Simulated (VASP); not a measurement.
## What goes wrong when K (Potassium) is relaxed with a bad input

Some relaxations of K (Potassium) get a fault in the input on purpose. Which of them show, and how? The starting structure is a measured crystal structure from the Crystallography Open Database. The first relaxation on each setting starts from this cell expanded by 3 % in volume.

Calculated with VASP 6.6.1; Kohn-Sham DFT with plane waves and PAW; PBEsol.

### 1. Starting point

The structure is cubic, space group Im-3m (No. 229). The conventional cell has a = 5.236 Å, b = 5.236 Å, c = 5.236 Å, α = 90.00°, β = 90.00°, γ = 90.00°. Nearest to K lie 8 K at 4.53 Å.

Structure file:

```xyz
1
Lattice="-2.6180 2.6180 2.6180 2.6180 -2.6180 2.6180 2.6180 2.6180 -2.6180" Properties=species:S:1:pos:R:3 pbc="T T T"
K     0.0000    0.0000    0.0000
```

### 2. Reference relaxation

This run starts from the cell of an earlier relaxation, which isn't shown; the restart sets up the plane waves anew.

File INCAR:

```
SYSTEM = K
PREC = Accurate
ENCUT = 450
EDIFF = 1E-06
NELM = 100
ISMEAR = 1
SIGMA = 0.15
LREAL = .FALSE.
ALGO = Normal
GGA = PS
NBANDS = 10
LORBIT = 11
LWAVE = .FALSE.
LCHARG = .FALSE.
KPAR = 4
IBRION = 2
NSW = 50
ISIF = 3
EDIFFG = -0.006
```

File POSCAR:

```
K
1.0
   -2.6063727912      2.6063727912      2.6063727912
    2.6063727912     -2.6063727912      2.6063727912
    2.6063727912      2.6063727912     -2.6063727912
K
1
Direct
    0.0000000000      0.0000000000      0.0000000000
```

File KPOINTS:

```
Automatic mesh
0
Gamma
12 12 12
0 0 0
```

Potentials, in the order of the species: K_sv (PBE family, release 64).

Run with:

```sh
$ mpirun -np 4 vasp_std
```

The program printed:

```text
[banner, memory and clock lines left out]
running    4 mpi-ranks, on    1 nodes
 distrk:  each k-point on    1 cores,    4 groups
 distr:  one band on    1 cores,    1 groups

 POSCAR found type information on POSCAR K
 POSCAR found :  1 types and       1 ions
|                                                                             |
|               ----> ADVICE to this user running VASP <----                  |
|                                                                             |
|     You enforced a specific xc type in the INCAR file but a different       |
|     [... a line on the potential file left out ...]
|     I HOPE YOU KNOW WHAT YOU ARE DOING!                                     |
|                                                                             |

 LDA part: xc-table for (Slater+PW92), standard interpolation
 POSCAR, INCAR and KPOINTS ok, starting setup
 FFT: planning ... GRIDC
 FFT: planning ... GRID_SOFT
 FFT: planning ... GRID
 WAVECAR not read
 entering main loop
       N       E                     dE             d eps       ncg     rms          rms(c)
DAV:   1     0.412147019169E+02    0.41215E+02   -0.33821E+03  1440   0.617E+02
DAV:   2     0.207140910381E+00   -0.41008E+02   -0.40653E+02  1562   0.182E+02
DAV:   3    -0.109106771556E+01   -0.12982E+01   -0.12921E+01  2256   0.256E+01
DAV:   4    -0.113412975454E+01   -0.43062E-01   -0.42891E-01  1922   0.372E+00
DAV:   5    -0.113480338217E+01   -0.67363E-03   -0.67356E-03  2140   0.405E-01    0.205E+00
DAV:   6    -0.113278578328E+01    0.20176E-02   -0.36859E-03  2128   0.411E-01    0.133E+00
DAV:   7    -0.113230977854E+01    0.47600E-03   -0.61609E-03  2064   0.496E-01    0.914E-02
DAV:   8    -0.113231834325E+01   -0.85647E-05   -0.48114E-04  1986   0.228E-01    0.304E-02
DAV:   9    -0.113233473926E+01   -0.16396E-04   -0.23013E-05  1966   0.418E-02    0.200E-02
DAV:  10    -0.113233303060E+01    0.17087E-05   -0.95354E-06  2134   0.236E-02    0.381E-03
DAV:  11    -0.113233271572E+01    0.31488E-06   -0.11872E-07  1016   0.315E-03
   1 F= -.11323327E+01 E0= -.11319315E+01  d E =-.113233E+01
 curvature:   0.00 expect dE= 0.000E+00 dE for cont linesearch  0.000E+00
 trial: gam= 0.00000 g(F)=  0.119E-62 g(S)=  0.247E-06 ort = 0.000E+00 (trialstep = 0.100E+01)
 search vector abs. value=  0.247E-06
 reached required accuracy - stopping structural energy minimisation
```

It took 3.6 s on 4 MPI ranks of Intel Xeon 6975P-C (Granite Rapids), shared host; peak memory 0.73 GiB.

The logs omit lines about the potential files and the build; timing stands in the text.

Parts of OUTCAR (step 2):

```text
ion  position               nearest neighbor table
   1  0.000  0.000  0.000-

  LATTYP: Found a body centered cubic cell.
 ALAT       =     5.2127455824

 Subroutine GETGRP returns: Found 48 space group operations
 (whereof 48 operations were pure point group operations)

The static configuration has the point symmetry O_h .

 Found     72 irreducible k-points:

   k-points           NKPTS =     72   k-points in BZ     NKDIM =     72   number of bands    NBANDS=     10

   dimension x,y,z NGX =    32 NGY =   32 NGZ =   32
   dimension x,y,z NGXF=    64 NGYF=   64 NGZF=   64

   ENCUT  =  450.0 eV  33.07 Ry    5.75 a.u.   7.81  7.81  7.81*2*pi/ulx,y,z

   NELECT =       9.0000    total number of electrons

 k-points in reciprocal lattice and weights: Automatic mesh
   0.00000000  0.00000000  0.00000000       0.001
   0.08333333  0.00000000  0.00000000       0.007
   0.16666667  0.00000000  0.00000000       0.007
   0.25000000  0.00000000  0.00000000       0.007
   0.33333333  0.00000000  0.00000000       0.007
   0.41666667  0.00000000  0.00000000       0.007
   0.50000000  0.00000000  0.00000000       0.003
   0.08333333  0.08333333  0.00000000       0.014
   0.16666667  0.08333333  0.00000000       0.028
[...]
0.50000000  0.50000000  0.41666667       0.007
   0.50000000  0.50000000  0.50000000       0.001

 average (electrostatic) potential at core
       1 -39.2693

 E-fermi :  -0.1013

 k-point     1 :       0.0000    0.0000    0.0000
  band No.  band energies     occupation
      1     -32.0550      2.00000
      2     -15.5615      2.00000
      3     -15.5615      2.00000
      4     -15.5615      2.00000
      5      -2.2983      2.00000
      6       4.2469      0.00000
      7       4.2469      0.00000
      8       4.2469      0.00000
      9       5.1917      0.00000
     10       5.1917      0.00000

 k-point     2 :       0.0833    0.0000    0.0000
  band No.  band energies     occupation
      1     -32.0547      2.00000
      2     -15.5668      2.00000
      3     -15.5632      2.00000
      4     -15.5615      2.00000
      5      -2.2091      2.00000
      6       4.1161      0.00000
      7       4.1308      0.00000
      8       4.3192      0.00000
      9       5.0294      0.00000
     10       5.1683      0.00000

 k-point     3 :       0.1667    0.0000    0.0000
  band No.  band energies     occupation
      1     -32.0538      2.00000
      2     -15.5814      2.00000
      3     -15.5681      2.00000
      4     -15.5614      2.00000
      5      -1.9458      2.00000
      6       3.6093      0.00000
      7       3.8592      0.00000
      8       4.5339      0.00000
      9       4.9380      0.00000
     10       5.1327      0.00000

  Total       -0.0013051     -0.0013051     -0.0013051      0.0000000      0.0000000     -0.0000000
  in kB       -0.0295243     -0.0295243     -0.0295243      0.0000000      0.0000000     -0.0000000
  external PRESSURE =      -0.0295243 kB  Pullay stress =       0.0000000 kB

  energy-cutoff  :      450.00
  volume of cell :       70.82
      direct lattice vectors                 reciprocal lattice vectors
    -2.606372791  2.606372791  2.606372791     0.000000000  0.191837485  0.191837485
     2.606372791 -2.606372791  2.606372791     0.191837485  0.000000000  0.191837485
     2.606372791  2.606372791 -2.606372791     0.191837485  0.191837485  0.000000000

 POSITION                                       TOTAL-FORCE (eV/Angst)
 -----------------------------------------------------------------------------------
      0.00000      0.00000      0.00000         0.000000     -0.000000      0.000000
 -----------------------------------------------------------------------------------
    total drift:                                0.000000      0.000000     -0.000000

  FREE ENERGIE OF THE ION-ELECTRON SYSTEM (eV)
  ---------------------------------------------------
  free  energy   TOTEN  =        -1.1323327157 eV

  energy  without entropy=       -1.1311289524  energy(sigma->0) =       -1.13193146

 reached required accuracy - stopping structural energy minimisation

 total charge
# of ion       s       p       d       tot
------------------------------------------
    1        1.980   5.544   0.005   7.529

[... 3 further parts left out ...]
```

CONTCAR:

```
K
   1.00000000000000
    -2.6063727912000001    2.6063727912000001    2.6063727912000001
     2.6063727912000001   -2.6063727912000001    2.6063727912000001
     2.6063727912000001    2.6063727912000001   -2.6063727912000001
  K
     1
Direct
     0.0000000000000000    0.0000000000000000    0.0000000000000000
```

This run has no spin polarisation. Its electron count is odd, so without a moment it is a metal by construction. The PAW data sets were made with PBE, which is usual practice but a small mismatch for other functionals. The run keeps the 48 symmetry operations of its start, so it cannot find a distortion of lower symmetry.

The reference relaxation ends at 70.822 Å³ an atom. Pressures at 0.985 and 1.015 times this volume, from two more relaxations that aren't shown, give a bulk modulus of 3.7 GPa.

### 3. Relaxation with one electron too many

A slip made on purpose: one electron too many. Against step 2 the input has NELECT = 10 (also changed: NELM).

Edit INCAR of step 2 so:

```diff
@@ -4,3 +4,3 @@
 EDIFF = 1E-06
-NELM = 100
+NELM = 60
 ISMEAR = 1
@@ -19 +19,2 @@
 EDIFFG = -0.006
+NELECT = 10
```

File POSCAR:

```
K
1.0
   -2.6439224779      2.6439224779      2.6439224779
    2.6439224779     -2.6439224779      2.6439224779
    2.6439224779      2.6439224779     -2.6439224779
K
1
Direct
    0.0000000000      0.0000000000      0.0000000000
```

KPOINTS is that of step 2.

Run with:

```sh
$ mpirun -np 4 vasp_std
```

The program printed:

```text
[banner, memory and clock lines left out]
running    4 mpi-ranks, on    1 nodes
[...]
[... a notice as in an earlier step ...]

 LDA part: xc-table for (Slater+PW92), standard interpolation
 POSCAR, INCAR and KPOINTS ok, starting setup
[...]
entering main loop
       N       E                     dE             d eps       ncg     rms          rms(c)
DAV:   1     0.431655932482E+02    0.43166E+02   -0.39632E+03  1440   0.736E+02
DAV:   2     0.833919648070E+00   -0.42332E+02   -0.41796E+02  1572   0.191E+02
DAV:   3    -0.670406581179E+00   -0.15043E+01   -0.14989E+01  2324   0.282E+01
DAV:   4    -0.704855835009E+00   -0.34449E-01   -0.34423E-01  1914   0.404E+00
DAV:   5    -0.706103804616E+00   -0.12480E-02   -0.12477E-02  2252   0.463E-01BRMIX: very serious problems
 the old and the new charge density differ
 old charge density:     9.00000 new   10.00000
BRMIX: very serious problems
 the old and the new charge density differ
BRMIX: very serious problems
 the old and the new charge density differ
[...]
BRMIX: very serious problems
 the old and the new charge density differ
 old charge density:     9.00000 new   10.00000
    0.597E+00
DAV:   6    -0.123382444444E+01   -0.52772E+00   -0.76603E-02  2018   0.164E+00    0.312E+00
DAV:   7    -0.122011032138E+01    0.13714E-01   -0.35983E-02  1776   0.143E+00    0.954E-01
DAV:   8    -0.122011134195E+01   -0.10206E-05   -0.43369E-03  2226   0.397E-01    0.178E-01
DAV:   9    -0.121986063782E+01    0.25070E-03   -0.24613E-03  1600   0.479E-01    0.563E-02
DAV:  10    -0.121981188178E+01    0.48756E-04   -0.24333E-04  1788   0.124E-01    0.479E-02
DAV:  11    -0.121980960728E+01    0.22745E-05   -0.13505E-05  2236   0.308E-02    0.137E-02
DAV:  12    -0.121980871728E+01    0.89000E-06   -0.19963E-06  1736   0.109E-02
   1 F= -.12198087E+01 E0= -.12194958E+01  d E =-.121981E+01
[... from here on, the cycles between the ionic steps are left out ...]
   2 F= -.17085190E+01 E0= -.17080469E+01  d E =-.488710E+00
   3 F= -.19614569E+01 E0= -.19609389E+01  d E =-.741648E+00
   4 F= -.20460829E+01 E0= -.20464464E+01  d E =-.826274E+00
   5 F= -.20570089E+01 E0= -.20567452E+01  d E =-.837200E+00
   6 F= -.20592629E+01 E0= -.20591284E+01  d E =-.839454E+00
   7 F= -.20595074E+01 E0= -.20594428E+01  d E =-.839699E+00
[...]
reached required accuracy - stopping structural energy minimisation
```

Run time: 30 s. Hardware: 4 MPI ranks; peak memory 0.78 GiB; 1.9 min of CPU time.

OUTCAR, selected parts (step 3):

```text
  Total       -0.0027705     -0.0027705     -0.0027705     -0.0000000      0.0000000     -0.0000000
  in kB       -0.0210405     -0.0210405     -0.0210405     -0.0000000      0.0000000     -0.0000000
  external PRESSURE =      -0.0210405 kB  Pullay stress =       0.0000000 kB

 POSITION                                       TOTAL-FORCE (eV/Angst)
 -----------------------------------------------------------------------------------
     -0.00000      0.00000      0.00000        -0.000000      0.000000      0.000000
 -----------------------------------------------------------------------------------
    total drift:                                0.000000     -0.000000     -0.000000

  FREE ENERGIE OF THE ION-ELECTRON SYSTEM (eV)
  ---------------------------------------------------
  free  energy   TOTEN  =        -2.0595073894 eV

  energy  without entropy=       -2.0593135429  energy(sigma->0) =       -2.05944277

[... 2 parts as in an earlier step ...]

[... 2 further parts left out ...]
[key lines of the parts left out:]
E-fermi :  -1.4808
```

With one electron too many the cell ends at 210.967 Å³ an atom, +197.88 % from the reference.

### 4. Relaxation with too few electronic steps

A slip made on purpose: too few electronic steps. Against step 2 the input has NELM = 4 (also changed: NSW).

Edit INCAR of step 3 so:

```diff
@@ -4,3 +4,3 @@
 EDIFF = 1E-06
-NELM = 60
+NELM = 4
 ISMEAR = 1
@@ -16,5 +16,4 @@
 IBRION = 2
-NSW = 50
+NSW = 30
 ISIF = 3
 EDIFFG = -0.006
-NELECT = 10
```

POSCAR is that of step 3.

KPOINTS is that of step 3.

Run with:

```sh
$ mpirun -np 4 vasp_std
```

The program printed:

```text
[... set-up lines as in an earlier step ...]
 entering main loop
       N       E                     dE             d eps       ncg     rms          rms(c)
DAV:   1     0.409249460534E+02    0.40925E+02   -0.33363E+03  1440   0.615E+02
DAV:   2     0.201550184162E+00   -0.40723E+02   -0.40279E+02  1572   0.180E+02
DAV:   3    -0.110328802045E+01   -0.13048E+01   -0.13006E+01  2324   0.257E+01
DAV:   4    -0.113210375098E+01   -0.28816E-01   -0.28793E-01  1914   0.347E+00
 -----------------------------------------------------------------------------
|                                                                             |
|           W    W    AA    RRRRR   N    N  II  N    N   GGGG   !!!           |
|           W    W   A  A   R    R  NN   N  II  NN   N  G    G  !!!           |
|           W    W  A    A  R    R  N N  N  II  N N  N  G       !!!           |
|           W WW W  AAAAAA  RRRRR   N  N N  II  N  N N  G  GGG   !            |
|           WW  WW  A    A  R   R   N   NN  II  N   NN  G    G                |
|           W    W  A    A  R    R  N    N  II  N    N   GGGG   !!!           |
[...]
|     The electronic self-consistency was not achieved in the given           |
[... from here on, the cycles between the ionic steps are left out ...]
   2 F= -.11056995E+01 E0= -.11053055E+01  d E =0.264042E-01
[...]
|     The electronic self-consistency was not achieved in the given           |
   3 F= -.11256709E+01 E0= -.11252762E+01  d E =0.643281E-02
   5 F= -.11314306E+01 E0= -.11310304E+01  d E =0.673165E-03
   7 F= -.11317546E+01 E0= -.11313529E+01  d E =0.349128E-03
   9 F= -.11316194E+01 E0= -.11312175E+01  d E =0.484388E-03
  11 F= -.11317624E+01 E0= -.11313605E+01  d E =0.341373E-03
  13 F= -.11317999E+01 E0= -.11313981E+01  d E =-.159330E-04
  15 F= -.11318476E+01 E0= -.11314458E+01  d E =-.220207E-05
  17 F= -.11318583E+01 E0= -.11314564E+01  d E =-.128392E-04
  19 F= -.11319002E+01 E0= -.11314984E+01  d E =-.548025E-04
  21 F= -.11320520E+01 E0= -.11316502E+01  d E =-.206568E-03
  23 F= -.11324161E+01 E0= -.11320145E+01  d E =-.570652E-03
  25 F= -.11295455E+01 E0= -.11291467E+01  d E =0.229992E-02
  27 F= -.11211398E+01 E0= -.11207483E+01  d E =0.107056E-01
  29 F= -.11293101E+01 E0= -.11289126E+01  d E =0.253536E-02
  30 F= -.11298525E+01 E0= -.11294545E+01  d E =0.199292E-02
[...]
opt :  10.0998  next Energy=    -1.130072 (dE= 0.177E-02)
```

The job ended after 45 s (4 MPI ranks; peak memory 0.81 GiB).

OUTCAR, selected parts (step 4):

```text
  Total        0.1328991      0.1328991      0.1328991      0.0000000      0.0000000     -0.0000000
  in kB        3.1825739      3.1825739      3.1825739      0.0000000      0.0000000     -0.0000000
  external PRESSURE =       3.1825739 kB  Pullay stress =       0.0000000 kB

 POSITION                                       TOTAL-FORCE (eV/Angst)
 -----------------------------------------------------------------------------------
      0.00000      0.00000      0.00000        -0.000000     -0.000000     -0.000000
 -----------------------------------------------------------------------------------
    total drift:                                0.000000      0.000000     -0.000000

  FREE ENERGIE OF THE ION-ELECTRON SYSTEM (eV)
  ---------------------------------------------------
  free  energy   TOTEN  =        -1.1298525070 eV

  energy  without entropy=       -1.1286584537  energy(sigma->0) =       -1.12945449

[... 1 part as in an earlier step ...]

[... 2 further parts left out ...]
[key lines of the parts left out:]
E-fermi :   0.0272
```

Logs of long relaxations may skip ionic steps without a mark.

The relaxation used up its 30 ionic steps (NSW) before forces and stress met EDIFFG.

(Part 1 of 2 ends here.)

[Lines on the potential files, build, host, timing and source positions are cut from VASP's logs without a mark.]

[Logs are printed without paths, hosts, clocks, repeated set-up lines and the standing remarks that a program may print on its own settings, such as how far it seeks lower states.]

[Hosts, paths, dates, database ids (printed as entryN), source tags and the programs' standing remarks are cut or masked in the printed files.]
